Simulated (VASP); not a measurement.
```xyz
2
Lattice="1.4900 -2.5808 0.0000 1.4900 2.5808 0.0000 0.0000 0.0000 5.6200" Properties=species:S:1:pos:R:3 pbc="T T T"
Cd     1.4900     0.8603     1.4050
Cd     1.4900    -0.8603     4.2150
```

All values below come from revPBE GGA, VASP's PBE PAW potentials (set 64) (plane waves; VASP). Run with 520 eV cut-off, 13×13×6 Γ-centred mesh, first-order Methfessel-Paxton smearing of 0.10 eV, potentials Cd.

Energy and stress use the plane-wave basis of the starting cell.

Q: The ions, cell shape and volume are relaxed. What does this cell relax into?

A: 
```xyz
2
Lattice="1.5458 -2.6774 0.0000 1.5458 2.6774 0.0000 0.0000 0.0000 5.7702" Properties=species:S:1:pos:R:3 pbc="T T T"
Cd     1.5458     0.8925     1.4426
Cd     1.5458    -0.8925     4.3277
```
Space group P6_3/mmc (194), at a tolerance of 0.03 Å.

Q: How do energy and volume change from the first to the last step?

A: The energy (σ→0) changes by -32.2 meV/atom and the volume by +10.5 %, in 5 ionic steps.

| step | E(σ→0) (eV) | max force (eV/Å) | pressure (GPa) | volume (Å³) |
|---|---|---|---|---|
| 1 | -0.7879 | 0.000 | 4.97 | 43.22 |
| 2 | -0.8521 | 0.000 | 0.14 | 47.55 |
| 3 | -0.8523 | 0.000 | 0.07 | 47.70 |
| 4 | -0.8524 | 0.000 | -0.05 | 47.75 |
| 5 | -0.8524 | 0.000 | 0.01 | 47.76 |

The compound is Cd in the hcp structure. This run relaxes it. Symmetry was kept, so distortions that lower it aren't found.
